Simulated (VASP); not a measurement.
# Ta3Si3N (P4/mmm) in VASP: notebook

Runs on Ta3Si3N. Level: PBE. Tasks: equation of state.

Program: VASP 6.6.1. These are calculated values, not measurements. Logs are shortened: lines on timing, memory, paths and dates and some standing lists are left out, and cuts for length are marked.

### 1 Starting point

Symmetry: P4/mmm, No. 123, tetragonal system. The conventional cell has a = 3.222 Å, b = 3.222 Å, c = 9.482 Å, α = 90.00°, β = 90.00°, γ = 90.00°. Ta (site symmetry 4mm) is surrounded by 1 N at 2.14 Å. Ta (site symmetry 4/mmm) has 4 N at 2.28 Å as nearest neighbours. Si (site symmetry 4mm) has 5 Si at 2.59 to 2.62 Å and 4 Ta at 2.63 Å as nearest neighbours. Around Si (site symmetry 4/mmm) lie 2 Ta at 2.60 Å and 8 Si at 2.62 Å. N (site symmetry 4/mmm) has 6 Ta at 2.14 to 2.28 Å as nearest neighbours.

The cell was built by a generator and needn't be a form met in nature.

### 2 Equation of state, PBE, 14.06 Å³/atom

INCAR reads:

```
PREC = Accurate
ENCUT = 520
EDIFF = 1E-6
ISMEAR = 0
SIGMA = 0.1
LREAL = F
LASPH = T
NELM = 100
ALGO = Normal
ISIF = 4
LWAVE = F
LCHARG = F
GGA = PE
IBRION = 2
NSW = 30
EDIFFG = -0.02
KPAR = 4
```

KPOINTS reads:

```
regular mesh
0
Gamma
  10 10 4
```

POSCAR reads:

```
Ta3Si3N
1.0
    3.2220200000      0.0000000000      0.0000000000
    0.0000000000      3.2220200000      0.0000000000
    0.0000000000      0.0000000000      9.4824000000
Ta Si N
3 3 1
Direct
    0.0000000000      0.0000000000      0.7745660000
    0.0000000000      0.0000000000      0.2254340000
    0.5000000000      0.5000000000      0.0000000000
    0.5000000000      0.5000000000      0.3633380000
    0.5000000000      0.5000000000      0.6366620000
    0.0000000000      0.0000000000      0.5000000000
    0.0000000000      0.0000000000      0.0000000000
```

Potentials or basis: VASP PAW PBE potentials, release 64 (Ta_pv, Si, N).

The run is started by

```
> cat potpaw_PBE.64/Ta_pv/POTCAR potpaw_PBE.64/Si/POTCAR potpaw_PBE.64/N/POTCAR > POTCAR
> mpirun -np 4 vasp_std > vasp.out
```

OUTCAR:

```text
PREC = Accurate
   ENCUT = 520
   EDIFF = 1E-6
   ISMEAR = 0
   LREAL = F
   LASPH = T
   NELM = 100
   ISIF = 4
   GGA = PE
   IBRION = 2
   NSW = 30
   EDIFFG = -0.02

 ion  position               nearest neighbor table
   1  0.000  0.000  0.775-   7 2.14   6 2.60   5 2.63   5 2.63   5 2.63   5 2.63   3 3.12   3 3.12
                             3 3.12   3 3.12
   2  0.000  0.000  0.225-   7 2.14   6 2.60   4 2.63   4 2.63   4 2.63   4 2.63   3 3.12   3 3.12
                             3 3.12   3 3.12
   3  0.500  0.500  0.000-   7 2.28   7 2.28   7 2.28   7 2.28   2 3.12   2 3.12   1 3.12   2 3.12
                             1 3.12   1 3.12   2 3.12   1 3.12
   4  0.500  0.500  0.363-   5 2.59   6 2.62   6 2.62   6 2.62   6 2.62   2 2.63   2 2.63   2 2.63
                             2 2.63
   5  0.500  0.500  0.637-   4 2.59   6 2.62   6 2.62   6 2.62   6 2.62   1 2.63   1 2.63   1 2.63
                             1 2.63
   6  0.000  0.000  0.500-   1 2.60   2 2.60   4 2.62   5 2.62   4 2.62   5 2.62   4 2.62   5 2.62
                             4 2.62   5 2.62
   7  0.000  0.000  0.000-   1 2.14   2 2.14   3 2.28   3 2.28   3 2.28   3 2.28

  LATTYP: Found a simple tetragonal cell.
 ALAT       =     3.2220200000
 C/A-ratio  =     2.9429984916

  Lattice vectors:

 A1 = (   3.2220200000,   0.0000000000,   0.0000000000)
 A2 = (   0.0000000000,   3.2220200000,   0.0000000000)
 A3 = (   0.0000000000,   0.0000000000,   9.4824000000)

Analysis of symmetry for initial positions (statically):
=====================================================================
 Subroutine PRICEL returns:
 Original cell was already a primitive cell.

 Routine SETGRP: Setting up the symmetry group for a
 simple tetragonal supercell.

 Subroutine GETGRP returns: Found 16 space group operations
 (whereof 16 operations were pure point group operations)
 out of a pool of 16 trial point group operations.

The static configuration has the point symmetry D_4h.

Analysis of symmetry for dynamics (positions and initial velocities):
=====================================================================
 Subroutine PRICEL returns:
 Original cell was already a primitive cell.

 Routine SETGRP: Setting up the symmetry group for a
 simple tetragonal supercell.

 Subroutine GETGRP returns: Found 16 space group operations
 (whereof 16 operations were pure point group operations)
 out of a pool of 16 trial point group operations.

The dynamic configuration has the point symmetry D_4h.

 Subroutine INISYM returns: Found 16 space group operations
 (whereof 16 operations are pure point group operations),
 and found     1 'primitive' translations

----------------------------------------------------------------------------------------

                                     Primitive cell

  volume of cell :      98.4407

  direct lattice vectors                    reciprocal lattice vectors
     3.222020000  0.000000000  0.000000000     0.310364306  0.000000000  0.000000000
     0.000000000  3.222020000  0.000000000     0.000000000  0.310364306  0.000000000
     0.000000000  0.000000000  9.482400000     0.000000000  0.000000000  0.105458534

  length of vectors
     3.222020000  3.222020000  9.482400000     0.310364306  0.310364306  0.105458534

  position of ions in fractional coordinates (direct lattice)
     0.000000000  0.000000000  0.774566000
     0.000000000  0.000000000  0.225434000
     0.500000000  0.500000000  0.000000000
     0.500000000  0.500000000  0.363338000
     0.500000000  0.500000000  0.636662000
     0.000000000  0.000000000  0.500000000
     0.000000000  0.000000000  0.000000000

  ion indices of the primitive-cell ions
   primitive index   ion index
                 1           1
                 2           2
                 3           3
                 4           4
                 5           5
                 6           6
                 7           7

----------------------------------------------------------------------------------------

 KPOINTS: regular mesh

Automatic generation of k-mesh.
 Grid dimensions read from file:
 generate k-points for:   10   10    4

 Generating k-lattice:

  Cartesian coordinates                     Fractional coordinates (reciprocal lattice)
     0.031036431  0.000000000  0.000000000     0.100000000  0.000000000  0.000000000
     0.000000000  0.031036431  0.000000000     0.000000000  0.100000000  0.000000000
     0.000000000  0.000000000  0.026364633     0.000000000  0.000000000  0.250000000

  Length of vectors
     0.031036431  0.031036431  0.026364633

  Shift w.r.t. Gamma in fractional coordinates (k-lattice)
     0.000000000  0.000000000  0.000000000

 Subroutine IBZKPT returns following result:
 ===========================================

 Found     63 irreducible k-points:

 Following reciprocal coordinates:
            Coordinates               Weight
  0.000000  0.000000  0.000000      1.000000
  0.100000  0.000000  0.000000      4.000000
  0.200000  0.000000  0.000000      4.000000
  0.300000  0.000000  0.000000      4.000000
  0.400000  0.000000  0.000000      4.000000
  0.500000  0.000000  0.000000      2.000000
[... 16 lines left out ...]
  0.100000  0.000000  0.250000      8.000000
  0.200000  0.000000  0.250000      8.000000
 [... further k-points ...]
   k-points           NKPTS =     63   k-points in BZ     NKDIM =     63   number of bands    NBANDS=     30
   number of dos      NEDOS =    301   number of ions     NIONS =      7
   total plane-waves  NPLWV =  41472
   dimension x,y,z NGX =    24 NGY =   24 NGZ =   72
   dimension x,y,z NGXF=    48 NGYF=   48 NGZF=  144
   ions per type =               3   3   1
   NGX,Y,Z   is equivalent  to a cutoff of  12.38, 12.38, 12.62 a.u.
   NGXF,Y,Z  is equivalent  to a cutoff of  24.77, 24.77, 25.25 a.u.
 SYSTEM =  unknown system
   PREC   = accura    normal or accurate (medium, high low for compatibility)
   ISTART =      0    job   : 0-new  1-cont  2-samecut
   ICHARG =      2    charge: 1-file 2-atom 10-const
   ISPIN  =      1    spin polarized calculation?
   LNONCOLLINEAR =      F non collinear calculations
   LSORBIT =      F    spin-orbit coupling
   LASPH  =      T    aspherical Exc in radial PAW
   ENCUT  =  520.0 eV  38.22 Ry    6.18 a.u.   5.99  5.99 17.63*2*pi/ulx,y,z
   NELM   =    100;   NELMIN=  2; NELMDL= -5     # of ELM steps
   EDIFF  = 0.1E-05   stopping-criterion for ELM
   LREAL  =      F    real-space projection
   EDIFFG = -.2E-01   stopping-criterion for IOM
   NSW    =     30    number of steps for IOM
   IBRION =      2    ionic relax: 0-MD 1-quasi-New 2-CG
   NFREE  =      1    steps in history (QN), initial steepest desc. (CG)
   ISIF   =      4    stress and relaxation
   ISYM   =      2    0-nonsym 1-usesym 2-fastsym
   POTIM  = 0.5000    time-step for ionic-motion
   TEBEG  =    0.0;   TEEND  =   0.0 temperature during run
   PSTRESS=    0.0 pullay stress
   NELECT =      50.0000    total number of electrons
   NUPDOWN=      -1.0000    fix difference up-down
   EMIN   =  10.00;   EMAX   =-10.00  energy-range for DOS
   EFERMI =   0.00;   METHOD = LEGACY
   ISMEAR =     0;   SIGMA  =   0.10  broadening in eV -4-tet -1-fermi 0-gaus
   EFERMI_NEDOS =   21; number of points for ismear=-14 and -15
   IALGO  =     38    algorithm
   IMIX   =      4    mixing-type and parameters
     AMIX     =   0.40;   BMIX     =  1.00
     AMIX_MAG =   1.60;   BMIX_MAG =  1.00
  volume/ion in A,a.u.               =      14.06        94.90
  Fermi-wavevector in a.u.,A,eV,Ry     =   1.306191  2.468343 23.213364  1.706134
  Thomas-Fermi vector in A             =   2.437009
   LORBIT       =      0    0 simple, 1 ext, 2 COOP (PROOUT), +10 PAW based schemes
   GGA     = PE    functional components
   LHFCALC =     F    Hartree Fock is set to
   AEXX    =    0.0000 exact exchange contribution
   IVDW    =     0    specifies the selected vdW correction
   LEPSILON=     F    determine dielectric tensor
   LRPA    =     F    only Hartree local field effects (RPA)
 conjugate gradient relaxation of ions
 non-spin polarized calculation
 Gauss-broadening in eV      SIGMA  =   0.10
  energy-cutoff  :      520.00
  volume of cell :       98.44
 maximum number of plane-waves:      2688
 NGX is ok and might be reduce to    24
   NGX = 11   NGY = 11   NGZ = 35

 number of electron      49.9999999 magnetization

 Free energy of the ion-electron system (eV)
  ---------------------------------------------------
  ext. energy  EPLUGINS =         0.00000000
  ---------------------------------------------------
  free energy    TOTEN  =       -62.36399117 eV

  energy without entropy =      -62.34619568  energy(sigma->0) =      -62.35509342

 E-fermi :   8.4930     XC(G=0): -12.2720

 val. band max:        8.4872593602   @ k =   0.2000   0.1000   0.0000
 cond. band min:       8.4979353477   @ k =   0.4000   0.3000   0.2500
 fundamental gap:      0.0106759875
 Fermi energy:         8.4929920883

 k-point     1 :       0.0000    0.0000    0.0000
  band No.  band energies     occupation
      1     -26.7656      2.00000
      2     -26.7656      2.00000
      3     -26.5058      2.00000
      4     -25.9108      2.00000
      5     -25.8143      2.00000
      6     -25.5864      2.00000
[... 22 lines left out ...]
     29       9.7014      0.00000
     30      10.6940      0.00000

 k-point     2 :       0.1000    0.0000    0.0000
  band No.  band energies     occupation
      1     -26.8013      2.00000
      2     -26.7613      2.00000
      3     -26.5004      2.00000
      4     -25.9006      2.00000
      5     -25.8198      2.00000
      6     -25.6077      2.00000
[... 22 lines left out ...]
     29       9.9818      0.00000
     30      10.7917      0.00000

 k-point     3 :       0.2000    0.0000    0.0000
  band No.  band energies     occupation
      1     -26.8913      2.00000
      2     -26.7499      2.00000
      3     -26.4874      2.00000
      4     -25.8765      2.00000
      5     -25.8346      2.00000
      6     -25.6796      2.00000
[... 682 lines left out ...]
     29       9.9890      0.00000
     30      10.8113      0.00000

 k-point    24 :       0.2000    0.0000    0.2500
  band No.  band energies     occupation
      1     -26.8913      2.00000
      2     -26.7499      2.00000
      3     -26.4874      2.00000
      4     -25.8757      2.00000
      5     -25.8354      2.00000
      6     -25.6796      2.00000
[... 22 lines left out ...]
     29      10.0066      0.00000
     30      11.1165      0.00000

 [... further k-points ...]

------------------------ aborting loop because EDIFF is reached ----------------------------------------

  FORCE on cell =-STRESS in cart. coord.  units (eV):
  Direction    XX          YY          ZZ          XY          YZ          ZX
  --------------------------------------------------------------------------------------
  -------------------------------------------------------------------------------------
  Total       -0.0123730     -0.0123730      0.0049004      0.0000000     -0.0000000      0.0000000
  in kB       -0.2013778     -0.2013778      0.0797570      0.0000000     -0.0000000      0.0000000
  external PRESSURE =      -0.1076662 kB  Pullay stress =       0.0000000 kB

 VOLUME and BASIS-vectors are now :
 -----------------------------------------------------------------------------
  energy-cutoff  :      520.00
  volume of cell :       98.44
      direct lattice vectors                 reciprocal lattice vectors
     3.222020000  0.000000000  0.000000000     0.310364306  0.000000000  0.000000000
     0.000000000  3.222020000  0.000000000     0.000000000  0.310364306  0.000000000
     0.000000000  0.000000000  9.482400000     0.000000000  0.000000000  0.105458534

 POSITION                                       TOTAL-FORCE (eV/Angst)
 -----------------------------------------------------------------------------------
      0.00000      0.00000      7.34474         0.000000     -0.000000      0.000451
      0.00000      0.00000      2.13766        -0.000000     -0.000000     -0.000451
      1.61101      1.61101      0.00000        -0.000000     -0.000000      0.000000
      1.61101      1.61101      3.44532         0.000000      0.000000      0.000311
      1.61101      1.61101      6.03708        -0.000000      0.000000     -0.000311
      0.00000      0.00000      4.74120        -0.000000     -0.000000      0.000000
      0.00000      0.00000      0.00000        -0.000000     -0.000000      0.000000
 -----------------------------------------------------------------------------------
    total drift:                                0.000000     -0.000000     -0.000000

  FREE ENERGIE OF THE ION-ELECTRON SYSTEM (eV)
  ---------------------------------------------------
  free  energy   TOTEN  =       -62.3639911664 eV

  energy  without entropy=      -62.3461956783  energy(sigma->0) =      -62.35509342

 reached required accuracy - stopping structural energy minimisation
```

Wall time 40 s (4 MPI ranks of Intel Xeon Platinum 8488C (Sapphire Rapids), shared host); peak memory 0.3 GiB.

What came out:

| Item | Value |
| --- | --- |
| Free energy | -62.3640 eV |
| Pressure | 0.0 GPa |
| Band gap on the k mesh | none (metal or under the smearing width) |

### 3 Equation of state, PBE, 13.64 Å³/atom (volume scaled by 0.97)

INCAR is that of step 2.

KPOINTS is that of step 2.

Changes to POSCAR since step 2:

```diff
@@ -2,5 +2,5 @@
 1.0
-    3.2220200000      0.0000000000      0.0000000000
-    0.0000000000      3.2220200000      0.0000000000
-    0.0000000000      0.0000000000      9.4824000000
+    3.1894721181      0.0000000000      0.0000000000
+    0.0000000000      3.1894721181      0.0000000000
+    0.0000000000      0.0000000000      9.3866116328
 Ta Si N
```

Potentials or basis: VASP PAW PBE potentials, release 64 (Ta_pv, Si, N).

The run is started by

```
> cat potpaw_PBE.64/Ta_pv/POTCAR potpaw_PBE.64/Si/POTCAR potpaw_PBE.64/N/POTCAR > POTCAR
> mpirun -np 4 vasp_std > vasp.out
```

It took 76 s on 4 MPI ranks of Intel Xeon Platinum 8488C (Sapphire Rapids), shared host; peak memory 0.3 GiB.

The run converged. Its results:

| Property | Result |
| --- | --- |
| Free energy | -62.3063 eV |
| Pressure | 6.3 GPa |
| Largest force | 0.019 eV/Å |
| Band gap on the k mesh | none (metal or under the smearing width) |

### 4 Equation of state, PBE, 14.48 Å³/atom (volume scaled by 1.03)

INCAR is that of step 3.

KPOINTS is that of step 3.

Changes to POSCAR since step 3:

```diff
@@ -2,5 +2,5 @@
 1.0
-    3.1894721181      0.0000000000      0.0000000000
-    0.0000000000      3.1894721181      0.0000000000
-    0.0000000000      0.0000000000      9.3866116328
+    3.2539232629      0.0000000000      0.0000000000
+    0.0000000000      3.2539232629      0.0000000000
+    0.0000000000      0.0000000000      9.5762912547
 Ta Si N
```

The run is started by

```
> cat potpaw_PBE.64/Ta_pv/POTCAR potpaw_PBE.64/Si/POTCAR potpaw_PBE.64/N/POTCAR > POTCAR
> mpirun -np 4 vasp_std > vasp.out
```

Run time: 2.1 min. Hardware: 4 MPI ranks of Intel Xeon Platinum 8488C (Sapphire Rapids), shared host; peak memory 0.31 GiB.

It converged, with:

```yaml
Free_energy: -62.3142 eV
Pressure: -5.3 GPa
Largest_force: 0.005 eV/Å
Band_gap_on_the_k_mesh: none (metal or under the smearing width)
```

### 5 Equation of state, PBE, 13.22 Å³/atom (volume scaled by 0.94)

INCAR is that of step 4.

KPOINTS is that of step 4.

Changes to POSCAR since step 4:

```diff
@@ -2,5 +2,5 @@
 1.0
-    3.2539232629      0.0000000000      0.0000000000
-    0.0000000000      3.2539232629      0.0000000000
-    0.0000000000      0.0000000000      9.5762912547
+    3.1562460340      0.0000000000      0.0000000000
+    0.0000000000      3.1562460340      0.0000000000
+    0.0000000000      0.0000000000      9.2888273173
 Ta Si N
```

The run is started by

```
> cat potpaw_PBE.64/Ta_pv/POTCAR potpaw_PBE.64/Si/POTCAR potpaw_PBE.64/N/POTCAR > POTCAR
> mpirun -np 4 vasp_std > vasp.out
```

It took 2 min on 4 MPI ranks of Intel Xeon Platinum 8488C (Sapphire Rapids), shared host; peak memory 0.3 GiB.

It converged, with:

| Quantity | Value |
| --- | --- |
| Free energy | -62.1204 eV |
| Pressure | 13.9 GPa |
| Largest force | 0.005 eV/Å |
| Band gap on the k mesh | none (metal or under the smearing width) |

### 6 Equation of state, PBE, 14.91 Å³/atom (volume scaled by 1.06)

INCAR is that of step 5.

KPOINTS is that of step 5.

Changes to POSCAR since step 5:

```diff
@@ -2,5 +2,5 @@
 1.0
-    3.1562460340      0.0000000000      0.0000000000
-    0.0000000000      3.1562460340      0.0000000000
-    0.0000000000      0.0000000000      9.2888273173
+    3.2852129061      0.0000000000      0.0000000000
+    0.0000000000      3.2852129061      0.0000000000
+    0.0000000000      0.0000000000      9.6683766273
 Ta Si N
```

Potentials or basis: VASP PAW PBE potentials, release 64 (Ta_pv, Si, N).

The run is started by

```
> cat potpaw_PBE.64/Ta_pv/POTCAR potpaw_PBE.64/Si/POTCAR potpaw_PBE.64/N/POTCAR > POTCAR
> mpirun -np 4 vasp_std > vasp.out
```

It took 2.1 min on 4 MPI ranks of Intel Xeon Platinum 8488C (Sapphire Rapids), shared host; peak memory 0.31 GiB.

The run converged. Its results:

| Quantity | Value |
| --- | --- |
| Free energy | -62.1760 eV |
| Pressure | -9.6 GPa |
| Largest force | 0.009 eV/Å |
| Band gap on the k mesh | none (metal or under the smearing width) |

### 7 Equation of state, PBE, 12.80 Å³/atom (volume scaled by 0.91)

INCAR is that of step 6.

KPOINTS is that of step 6.

Changes to POSCAR since step 6:

```diff
@@ -2,5 +2,5 @@
 1.0
-    3.2852129061      0.0000000000      0.0000000000
-    0.0000000000      3.2852129061      0.0000000000
-    0.0000000000      0.0000000000      9.6683766273
+    3.1223052741      0.0000000000      0.0000000000
+    0.0000000000      3.1223052741      0.0000000000
+    0.0000000000      0.0000000000      9.1889397122
 Ta Si N
```

The run is started by

```
> cat potpaw_PBE.64/Ta_pv/POTCAR potpaw_PBE.64/Si/POTCAR potpaw_PBE.64/N/POTCAR > POTCAR
> mpirun -np 4 vasp_std > vasp.out
```

Run time: 2 min. Hardware: 4 MPI ranks of Intel Xeon Platinum 8488C (Sapphire Rapids), shared host; peak memory 0.3 GiB.

The run converged. Its results:

- Free energy: -61.7827 eV
- Pressure: 22.9 GPa
- Largest force: 0.003 eV/Å
- Band gap on the k mesh: none (metal or under the smearing width)

### 8 Equation of state, PBE, 15.33 Å³/atom (volume scaled by 1.09)

INCAR is that of step 7.

KPOINTS is that of step 7.

Changes to POSCAR since step 7:

```diff
@@ -2,5 +2,5 @@
 1.0
-    3.1223052741      0.0000000000      0.0000000000
-    0.0000000000      3.1223052741      0.0000000000
-    0.0000000000      0.0000000000      9.1889397122
+    3.3159176101      0.0000000000      0.0000000000
+    0.0000000000      3.3159176101      0.0000000000
+    0.0000000000      0.0000000000      9.7587405250
 Ta Si N
```

The run is started by

```
> cat potpaw_PBE.64/Ta_pv/POTCAR potpaw_PBE.64/Si/POTCAR potpaw_PBE.64/N/POTCAR > POTCAR
> mpirun -np 4 vasp_std > vasp.out
```

It took 3.8 min on 4 MPI ranks of Intel Xeon Platinum 8488C (Sapphire Rapids), shared host; peak memory 0.36 GiB.

Results (log left out):

| Item | Value |
| --- | --- |
| Free energy | -61.9713 eV |
| Pressure | -12.6 GPa |
| Largest force | 0.009 eV/Å |
| Band gap on the k mesh | none (metal or under the smearing width) |
